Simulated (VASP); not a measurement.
Bi9Sb7, 16 atoms in the cell. It takes space group Cm (No. 8, monoclinic). Conventional cell: a = 15.410 Å, b = 8.896 Å, c = 9.191 Å, α = 90.00°, β = 124.01°, γ = 90.00°. Around Bi (site symmetry m) lie 2 Sb at 3.01 Å and 4 Bi at 3.07 to 3.42 Å. Around Bi (site symmetry m) lie 4 Sb at 3.02 to 3.46 Å and 2 Bi at 3.47 Å. Around Bi (site symmetry 1) lie 3 Sb at 3.01 to 3.46 Å and 3 Bi at 3.07 to 3.41 Å. Bi (site symmetry m) has 4 Bi at 3.05 to 3.35 Å and 2 Sb at 3.34 Å as nearest neighbours. Around Bi (site symmetry m) lie 2 Sb at 3.01 Å and 4 Bi at 3.07 to 3.41 Å. Bi (site symmetry 1) is surrounded by 2 Sb at 3.01 to 3.41 Å and 3 Bi at 3.07 to 3.42 Å. Bi (site symmetry m) has 4 Bi at 3.05 to 3.35 Å and 2 Sb at 3.35 Å as nearest neighbours. Sb (site symmetry 1) has 2 Sb at 2.94 Å and 2 Bi at 3.01 to 3.35 Å as nearest neighbours. The cell was built by a generator and needn't be a form met in nature.

* Program: VASP 6.6.1
* Task: relaxation of cell and atoms
* Functional: PBE
* Dispersion: D3(BJ)
* Potentials or basis: VASP PAW PBE potentials, release 64 (Bi_d, Sb)
* Cutoff: 600 eV
* k mesh: 4 × 4 × 4
* Occupations: gaussian, width 0.03 eV
* Spin: no spin polarisation
* Further INCAR settings: ALGO = Normal; EDIFF = 1e-07; IBRION = 2; EDIFFG = -0.005; NSW = 90; ISIF = 3

Potentials or basis: VASP PAW PBE potentials, release 64 (Bi_d, Sb).

Run with:

```bash
$ cat potpaw_PBE.64/Bi_d/POTCAR potpaw_PBE.64/Sb/POTCAR > POTCAR
$ mpirun -np 1 vasp_std > vasp.out
```

Hardware: 1 × NVIDIA H100 80GB with 1 thread of AMD EPYC 7R13 Processor (Zen 3), on a shared host.

Task: How long does it take, and how much memory?

Result: Run time: 13 min on 1 × NVIDIA H100 80GB with 1 thread of AMD EPYC 7R13 Processor (Zen 3), on a shared host, peak memory 2.3 GiB. Counts: scf iterations 23, k points 24, ion steps 2.
